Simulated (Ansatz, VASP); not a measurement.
**Ga2O3 in two plane-wave programs**

Aim: how closely do two programs agree when they are given the same cell, functional and k mesh? The cell is taken from a series of runs on this material, whose earlier steps may have relaxed, scaled, displaced or heated it; both programs get it as it stands.

Program: Ansatz 0.2.0. Level of theory: plane waves, with VASP 6.6.1 beside it; G0W0 gap at r2SCAN. Results are calculated unless marked as measured.

## (1) The starting structure

The structure is trigonal, space group R-3c (No. 167). Conventional cell: a = 4.997 Å, b = 4.997 Å, c = 13.451 Å, α = 90.00°, β = 90.00°, γ = 120.00°. Nearest to Ga lie 6 O at 1.93 to 2.08 Å. Nearest to O lie 4 Ga at 1.93 to 2.08 Å. Farther neighbours and most contacts between anions are not listed.

## (2) VASP: G0W0 gap, r2SCAN

Quasiparticle shifts depend on high empty states and on the cores, so they are the hardest test of two PAW sets.

Lines of VASP's logs that name or quote its potential files are left out, and so is its time.

The run reads the wave functions of an earlier VASP run, which isn't shown here.

INCAR reads:

```
SYSTEM = Ga2O3
PREC = Accurate
ENCUT = 440
ISMEAR = 0
SIGMA = 0.01
LREAL = .FALSE.
METAGGA = R2SCAN
LASPH = .TRUE.
NBANDS = 256
ALGO = EVGW0
NELMGW = 1
ENCUTGW = 96
NOMEGA = 64
PRECFOCK = Fast
NBANDSGW = 56
LWAVE = .FALSE.
LCHARG = .FALSE.
```

POSCAR reads:

```
Ga2O3
1.0
    2.4986991939      1.4426246522      4.4835497685
   -2.4986991939      1.4426246522      4.4835497685
    0.0000000000     -2.8852493044      4.4835497685
Ga O
4 6
Direct
    0.8555855800      0.8555855800      0.8555855800
    0.6444144200      0.6444144200      0.6444144200
    0.1444144200      0.1444144200      0.1444144200
    0.3555855800      0.3555855800      0.3555855800
    0.7500000000      0.4468328200      0.0531671800
    0.4468328200      0.0531671800      0.7500000000
    0.0531671800      0.7500000000      0.4468328200
    0.2500000000      0.5531671800      0.9468328200
    0.9468328200      0.2500000000      0.5531671800
    0.5531671800      0.9468328200      0.2500000000
```

KPOINTS reads:

```
Automatic mesh
0
Gamma
4 4 4
0 0 0
```

Potentials, in the order of the species: Ga_d_GW and O_GW (PBE family, release 64).

Started as:

```
mpirun -np 8 vasp_std
```

Numbers of over 12 decimals in the logs are rounded to 6 here.

The log of the run:

```text
[banner, memory and clock lines left out]
running    8 mpi-ranks, on    1 nodes
 distrk:  each k-point on    8 cores,    1 groups
 distr:  one band on    1 cores,    8 groups

 POSCAR found type information on POSCAR GaO
 POSCAR found :  2 types and      10 ions
|                                                                             |
|           W    W    AA    RRRRR   N    N  II  N    N   GGGG   !!!           |
|           W    W   A  A   R    R  NN   N  II  NN   N  G    G  !!!           |
|           W    W  A    A  R    R  N N  N  II  N N  N  G       !!!           |
|           W WW W  AAAAAA  RRRRR   N  N N  II  N  N N  G  GGG   !            |
|           WW  WW  A    A  R   R   N   NN  II  N   NN  G    G                |
|           W    W  A    A  R    R  N    N  II  N    N   GGGG   !!!           |
|                                                                             |
|     For optimal performance we recommend to set                             |
|       NCORE = 2 up to number-of-cores-per-socket                            |
|     NCORE specifies how many cores store one orbital (NPAR=cpu/NCORE).      |
|     This setting can greatly improve the performance of VASP for DFT.       |
|     The default, NCORE=1 might be grossly inefficient on modern             |
|     multi-core architectures or massively parallel machines. Do your        |
|     Unfortunately you need to use the default for GW and RPA                |
|     calculations (for HF NCORE is supported but not extensively tested      |
|     yet).                                                                   |
|                                                                             |

|                                                                             |
|               ----> ADVICE to this user running VASP <----                  |
|                                                                             |
|     You enforced a specific xc type in the INCAR file but a different       |
|     [... a line on the potential file left out ...]
|     I HOPE YOU KNOW WHAT YOU ARE DOING!                                     |
|                                                                             |

|                                                                             |
|           W    W    AA    RRRRR   N    N  II  N    N   GGGG   !!!           |
|           W    W   A  A   R    R  NN   N  II  NN   N  G    G  !!!           |
|           W    W  A    A  R    R  N N  N  II  N N  N  G       !!!           |
|           W WW W  AAAAAA  RRRRR   N  N N  II  N  N N  G  GGG   !            |
|           WW  WW  A    A  R   R   N   NN  II  N   NN  G    G                |
|           W    W  A    A  R    R  N    N  II  N    N   GGGG   !!!           |
|                                                                             |
|     The default for ENCUTGWSOFT is different in this version of VASP.       |
|     please manually set ENCUTGWSOFT =96 in the INCAR file.                  |
|                                                                             |

 LDA part: xc-table for (None), standard interpolation
 found WAVECAR, reading the header
 POSCAR, INCAR and KPOINTS ok, starting setup
 FFT: planning ... GRIDC
 FFT: planning ... GRID_SOFT
 FFT: planning ... GRID
 reading WAVECAR
 the WAVECAR file was read successfully
 initial charge from wavefunction
 available memory per node:     26.55 GB, setting MAXMEM to     27191

 The Fermi energy was updated, please check that it is located mid-gap
 values below the HOMO (VB) or above the LUMO (CB) will cause erroneous energies
 E-fermi :   5.6109

 calculate exact exchange contribution
 the WAVEDER file was read successfully
energies w=
    0.000    0.000    0.594    0.000    1.186    0.000    1.775    0.000
    2.361    0.000    2.941    0.000    3.516    0.000    4.084    0.000
    4.645    0.000    5.199    0.000    5.744    0.000    6.283    0.000
    6.814    0.000    7.337    0.000    7.854    0.000    8.365    0.000
    8.871    0.000    9.372    0.000    9.870    0.000   10.365    0.000
   10.857    0.000   11.349    0.000   11.842    0.000   12.336    0.000
   12.832    0.000   13.332    0.000   13.838    0.000   14.350    0.000
   14.871    0.000   15.402    0.000   15.945    0.000   16.501    0.000
   17.074    0.000   17.665    0.000   18.278    0.000   18.915    0.000
   19.579    0.000   20.276    0.000   21.008    0.000   21.781    0.000
   22.602    0.000   23.477    0.000   24.413    0.000   25.420    0.000
   26.511    0.000   27.698    0.000   28.998    0.000   30.430    0.000
   32.020    0.000   33.799    0.000   35.805    0.000   38.088    0.000
   40.715    0.000   43.771    0.000   47.375    0.000   51.689    0.000
   56.949    0.000   63.502    0.000   71.887    0.000   82.988    0.000
   98.358    0.000  121.009    0.000  157.641    0.000  226.786    0.000
 responsefunction array rank=     216
 LDA part: xc-table for (None), standard interpolation

 min. memory requirement per mpi rank    296.7 MB, per node   2373.3 MB

 allocating   8 responsefunctions rank=   216
 shmem allocating  64 responsefunctions rank=   216
 response function shared by NCSHMEM nodes    1
 Doing            8  frequencies on each core in blocks of           64
NQ=   1    0.0000    0.0000    0.0000,
|.........|.........|.........|.........|.........|.........|.........|.........
 performed       1566000 updates of chi_q(r,r)
 total number of BLAS operations        466.87 Gflops
NQ=   2    0.2500   -0.0000   -0.0000,
|.........|.........|.........|.........|.........|.........|.........|.........
 performed       4422000 updates of chi_q(r,r)
 total number of BLAS operations       1465.23 Gflops
NQ=   3    0.5000   -0.0000   -0.0000,
|.........|.........|.........|.........|.........|.........|.........|.........
 performed       6562000 updates of chi_q(r,r)
 total number of BLAS operations       2177.75 Gflops
NQ=   4    0.2500    0.2500    0.0000,
|.........|.........|.........|.........|.........|.........|.........|.........
 performed       9418000 updates of chi_q(r,r)
 total number of BLAS operations       3128.91 Gflops
NQ=   5    0.5000    0.2500   -0.0000,
|.........|.........|.........|.........|.........|.........|.........|.........
 performed      12446000 updates of chi_q(r,r)
 total number of BLAS operations       4167.22 Gflops
NQ=   6   -0.2500    0.2500    0.0000,
|.........|.........|.........|.........|.........|.........|.........|.........
 performed      15302000 updates of chi_q(r,r)
 total number of BLAS operations       5156.05 Gflops
NQ=   7    0.5000    0.5000    0.0000,
|.........|.........|.........|.........|.........|.........|.........|.........
 performed      17442000 updates of chi_q(r,r)
 total number of BLAS operations       5882.61 Gflops
NQ=   8    0.2500    0.2500    0.2500,
|.........|.........|.........|.........|.........|.........|.........|.........
 performed      19266000 updates of chi_q(r,r)
 total number of BLAS operations       6460.71 Gflops
NQ=   9    0.5000    0.2500    0.2500,
|.........|.........|.........|.........|.........|.........|.........|.........
 performed      22122000 updates of chi_q(r,r)
 total number of BLAS operations       7468.65 Gflops
NQ=  10   -0.2500    0.2500    0.2500,
|.........|.........|.........|.........|.........|.........|.........|.........
 performed      24978000 updates of chi_q(r,r)
 total number of BLAS operations       8438.55 Gflops
NQ=  11    0.5000    0.5000    0.2500,
|.........|.........|.........|.........|.........|.........|.........|.........
 performed      27834000 updates of chi_q(r,r)
 total number of BLAS operations       9361.94 Gflops
NQ=  12   -0.2500    0.5000    0.2500,
|.........|.........|.........|.........|.........|.........|.........|.........
 performed      30690000 updates of chi_q(r,r)
 total number of BLAS operations      10369.88 Gflops
NQ=  13    0.5000    0.5000    0.5000,
|.........|.........|.........|.........|.........|.........|.........|.........
 performed      32256000 updates of chi_q(r,r)
 total number of BLAS operations      10901.76 Gflops
 resolving degeneracies of screened two electron integrals

 calculate QP shifts <psi_nk| G(iteration)W_0 |psi_nk>: iteration 1
 entering main loop
```

From OUTCAR (step 2):

```text
ion  position               nearest neighbor table
   1  0.856  0.856  0.856-   9 1.93  10 1.93   8 1.93   7 2.08   5 2.08   6 2.08   2 2.84
   2  0.644  0.644  0.644-   8 1.93  10 1.93   9 1.93   7 2.08   5 2.08   6 2.08   1 2.84
   3  0.144  0.144  0.144-   7 1.93   6 1.93   5 1.93   8 2.08   9 2.08  10 2.08   4 2.84
   4  0.356  0.356  0.356-   5 1.93   6 1.93   7 1.93   8 2.08   9 2.08  10 2.08   3 2.84
   5  0.750  0.447  0.053-   4 1.93   3 1.93   1 2.08   2 2.08
   6  0.447  0.053  0.750-   3 1.93   4 1.93   1 2.08   2 2.08
   7  0.053  0.750  0.447-   3 1.93   4 1.93   1 2.08   2 2.08
   8  0.250  0.553  0.947-   2 1.93   1 1.93   3 2.08   4 2.08
   9  0.947  0.250  0.553-   1 1.93   2 1.93   3 2.08   4 2.08
  10  0.553  0.947  0.250-   1 1.93   2 1.93   3 2.08   4 2.08

  LATTYP: Found a trigonal (rhomboedric) cell.
 ALAT       =     5.3316866070
 COS(alpha) =     0.5607328553

 Subroutine GETGRP returns: Found 12 space group operations
 (whereof  6 operations were pure point group operations)

The static configuration has the point symmetry S_6 .
 The point group associated with its full space group is D_3d.

 Found     13 irreducible k-points:

   k-points           NKPTS =     13   k-points in BZ     NKDIM =     64   number of bands    NBANDS=    256

   dimension x,y,z NGX =    36 NGY =   36 NGZ =   36
   dimension x,y,z NGXF=    72 NGYF=   72 NGZF=   72

   ENCUT  =  440.0 eV  32.34 Ry    5.69 a.u.   9.12  9.12  9.12*2*pi/ulx,y,z

   NELECT =      88.0000    total number of electrons

  energy-cutoff  :      440.00
  volume of cell :       96.97
      direct lattice vectors                 reciprocal lattice vectors
     2.498699194  1.442624652  4.483549768     0.200104119  0.115530167  0.074345853
    -2.498699194  1.442624652  4.483549768    -0.200104119  0.115530167  0.074345853
     0.000000000 -2.885249304  4.483549768     0.000000000 -0.231060334  0.074345853

 k-points in reciprocal lattice and weights: Automatic mesh
   0.00000000  0.00000000  0.00000000       0.016
   0.25000000 -0.00000000 -0.00000000       0.094
   0.50000000 -0.00000000 -0.00000000       0.047
   0.25000000  0.25000000  0.00000000       0.094
   0.50000000  0.25000000 -0.00000000       0.188
  -0.25000000  0.25000000  0.00000000       0.094
   0.50000000  0.50000000  0.00000000       0.047
   0.25000000  0.25000000  0.25000000       0.031
   0.50000000  0.25000000  0.25000000       0.094
  -0.25000000  0.25000000  0.25000000       0.094
   0.50000000  0.50000000  0.25000000       0.094
  -0.25000000  0.50000000  0.25000000       0.094
   0.50000000  0.50000000  0.50000000       0.016

 E-fermi :   5.6109

 QP shifts <psi_nk| G(iteration)W_0 |psi_nk>: iteration 1
 for sc-GW calculations column KS-energies equals QP-energies in previous step
 and V_xc(KS)=  KS-energies - (<T + V_ion + V_H > + <T+V_H+V_ion>^1  + <V_x>^1)
 k-point   1 :       0.0000    0.0000    0.0000
  band No.  KS-energies  QP-energies   sigma(KS)   V_xc(KS)     V^pw_x(r,r')   Z            occupation Imag(sigma)
    ...
     41       3.5893       3.2217     -21.1257     -20.6574     -25.6086       0.7849       2.0000       0.0688
     42       3.5893       3.2217     -21.1257     -20.6574     -25.6086       0.7849       2.0000       0.0688
     43       3.6489       3.3234     -20.9747     -20.5590     -25.5122       0.7829       2.0000       0.0702
     44       3.6489       3.3234     -20.9747     -20.5590     -25.5122       0.7829       2.0000       0.0702
     45       7.3575       8.3820     -13.0488     -14.2699      -9.6771       0.8390       0.0000      -0.0449
     46      11.3390      12.9112     -13.0917     -15.0036      -9.2697       0.8223       0.0000      -0.0590
     47      11.4783      12.5602     -11.3560     -12.6545      -7.3077       0.8332       0.0000      -0.0606
     48      13.5769      15.2159     -13.6004     -15.6365      -9.3897       0.8050       0.0000      -0.0781
    ...

 k-point   2 :       0.2500   -0.0000   -0.0000
  band No.  KS-energies  QP-energies   sigma(KS)   V_xc(KS)     V^pw_x(r,r')   Z            occupation Imag(sigma)
    ...
     41       3.2836       2.8509     -20.9035     -20.3498     -25.5217       0.7814       2.0000       0.0733
     42       3.3612       3.0067     -20.6733     -20.2205     -25.1414       0.7829       2.0000       0.0709
     43       3.7116       3.3551     -21.0066     -20.5513     -25.5899       0.7831       2.0000       0.0706
     44       3.8643       3.5175     -21.2064     -20.7639     -25.8040       0.7836       2.0000       0.0699
     45       8.9171      10.1602     -14.2543     -15.7548     -11.0690       0.8285       0.0000      -0.0479
     46      11.1637      12.6582     -12.9174     -14.7255      -9.1054       0.8266       0.0000      -0.0583
     47      11.9833      13.4253     -12.8783     -14.6367      -8.8920       0.8201       0.0000      -0.0638
     48      12.8399      14.3771     -13.3340     -15.2265      -9.2392       0.8122       0.0000      -0.0710
    ...

 k-point   3 :       0.5000   -0.0000   -0.0000
  band No.  KS-energies  QP-energies   sigma(KS)   V_xc(KS)     V^pw_x(r,r')   Z            occupation Imag(sigma)
    ...
     41       2.9147       2.4435     -20.2608     -19.6548     -24.9082       0.7775       2.0000       0.0777
     42       2.9147       2.4435     -20.2608     -19.6548     -24.9082       0.7775       2.0000       0.0777
     43       3.7517       3.3802     -21.1202     -20.6458     -25.7163       0.7832       2.0000       0.0703
     44       3.7517       3.3802     -21.1202     -20.6458     -25.7163       0.7832       2.0000       0.0703
     45      11.0446      12.4884     -13.7041     -15.4569      -9.9525       0.8237       0.0000      -0.0596
     46      11.0446      12.4884     -13.7041     -15.4569      -9.9525       0.8237       0.0000      -0.0596
     47      11.3667      12.7899     -13.0717     -14.8004      -9.2232       0.8233       0.0000      -0.0611
     48      11.3667      12.7899     -13.0717     -14.8004      -9.2232       0.8233       0.0000      -0.0611
    ...

 k-point   4 :       0.2500    0.2500    0.0000
  band No.  KS-energies  QP-energies   sigma(KS)   V_xc(KS)     V^pw_x(r,r')   Z            occupation Imag(sigma)
    ...
     41       3.2641       2.8367     -20.6867     -20.1411     -25.1759       0.7833       2.0000       0.0713
     42       3.3531       2.9092     -20.8791     -20.3116     -25.4594       0.7821       2.0000       0.0723
     43       3.6212       3.2550     -20.8868     -20.4186     -25.4651       0.7823       2.0000       0.0713
     44       3.6740       3.3259     -21.2858     -20.8428     -25.7790       0.7860       2.0000       0.0683
     45       9.2302      10.5191     -14.4063     -15.9664     -11.2050       0.8262       0.0000      -0.0490
     46      11.2619      12.7500     -12.8585     -14.6601      -9.0111       0.8260       0.0000      -0.0589
     47      12.0654      13.5324     -13.0256     -14.8181      -9.0397       0.8184       0.0000      -0.0646
     48      12.9960      14.5277     -13.1566     -15.0422      -9.0278       0.8123       0.0000      -0.0720
    ...

[... 4 further parts left out ...]
```

[end of part 1 of 2]

[Lines on the potential files, build, host, timing and source positions are cut from VASP's logs without a mark.]

[Logs are printed without paths, hosts, clocks, repeated set-up lines and the standing remarks that a program may print on its own settings, such as how far it seeks lower states.]

[Hosts, paths, dates, database ids (printed as entryN), source tags and the programs' standing remarks are cut or masked in the printed files.]
